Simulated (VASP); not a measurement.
A convergence study with VASP on KMgF3 (cubic perovskite): one setting is varied, all else stays as given below, so the limit is that of these other settings.

```
CELL_PARAMETERS angstrom
      3.99000     0.00000     0.00000
      0.00000     3.99000     0.00000
      0.00000     0.00000     3.99000
ATOMIC_POSITIONS crystal
  K  0.00000 0.00000 0.00000
  Mg 0.50000 0.50000 0.50000
  F  0.50000 0.00000 0.50000
  F  0.00000 0.50000 0.50000
  F  0.50000 0.50000 0.00000
```

Level of theory: PBE GGA, VASP's PBE PAW potentials (set 64) (plane waves; VASP). The tightest run used: 700 eV cut-off, 14×14×14 Γ-centred mesh, tetrahedra with Blöchl corrections, potentials K_sv Mg F.

Gaps are read on the run's mesh, which can miss a band edge.

### Question
The settings run are 3×3×3 mesh; 4×4×4 mesh; 5×5×5 mesh; 6×6×6 mesh; 7×7×7 mesh; 8×8×8 mesh; 9×9×9 mesh; 10×10×10 mesh; 11×11×11 mesh; 12×12×12 mesh; 13×13×13 mesh; 14×14×14 mesh. From which on does the gap on the mesh stay within 0.05 eV of the tightest run?

### Answer
From 6×6×6 mesh on: it is off by 0.000 there and by no more than 0.05 in any finer run, while 5×5×5 mesh is off by 0.062.
| setting | gap on the mesh (eV) | irreducible k-points | difference judged (eV) |
|---|---|---|---|
| 3×3×3 mesh | 7.447 | 4 | 0.162 |
| 4×4×4 mesh | 7.285 | 10 | 0.000 |
| 5×5×5 mesh | 7.347 | 10 | 0.062 |
| 6×6×6 mesh | 7.285 | 20 | 0.000 |
| 7×7×7 mesh | 7.317 | 20 | 0.033 |
| 8×8×8 mesh | 7.285 | 35 | 0.000 |
| 9×9×9 mesh | 7.305 | 35 | 0.020 |
| 10×10×10 mesh | 7.285 | 56 | 0.000 |
| 11×11×11 mesh | 7.298 | 56 | 0.013 |
| 12×12×12 mesh | 7.285 | 84 | 0.000 |
| 13×13×13 mesh | 7.294 | 84 | 0.010 |
| 14×14×14 mesh | 7.285 | 120 | 0.000 |

Left out are rungs that failed or repeat a setting and relaxations that didn't move; long series are thinned to 24 rows.

The compound is KMgF3 in the cubic perovskite structure. The cell was not relaxed at this level.
